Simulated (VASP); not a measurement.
Level of theory: LDA (Ceperley-Alder, Perdew-Zunger), VASP's LDA PAW potentials (set 64) (plane waves; VASP).

The input files of a VASP run:

File KPOINTS:
```
Automatic mesh
0
Gamma
8 8 8
0 0 0
```

File POSCAR:
```
CaF2
1
    0.0000000000     2.4546122463     2.4546122463
    2.4546122463     0.0000000000     2.4546122463
    2.4546122463     2.4546122463     0.0000000000
Ca F
1 2
Direct
  1.0000000000   0.0000000000   0.0000000000
  0.2500000000   0.2500000000   0.2500000000
  0.7500000000   0.7500000000   0.7500000000
```

**INCAR**
```
SYSTEM = CaF2
PREC = Accurate
ENCUT = 620
EDIFF = 1E-6
NELM = 100
ALGO = Normal
LREAL = .FALSE.
LASPH = .TRUE.
ISMEAR = 0
SIGMA = 0.05
LWAVE = .FALSE.
LCHARG = .FALSE.
IBRION = 2
ISIF = 3
NSW = 40
EDIFFG = -0.02
PSTRESS = 450
```

POTCAR, in this order: Ca_sv F (LDA.64 set). Program: vasp_std.

What will the output report for the number of irreducible k-points (NKPTS), largest plane-wave count, number of space-group operations, FFT grid (NGX, NGY, NGZ)?

```yaml
number of irreducible k-points (NKPTS): 29
largest_plane_wave_count: 1056
number_of_space_group_operations: 48
FFT grid (NGX, NGY, NGZ): 28 × 28 × 28
```

The compound is CaF2 in the fluorite structure. It was relaxed first under an external pressure of 45 GPa.
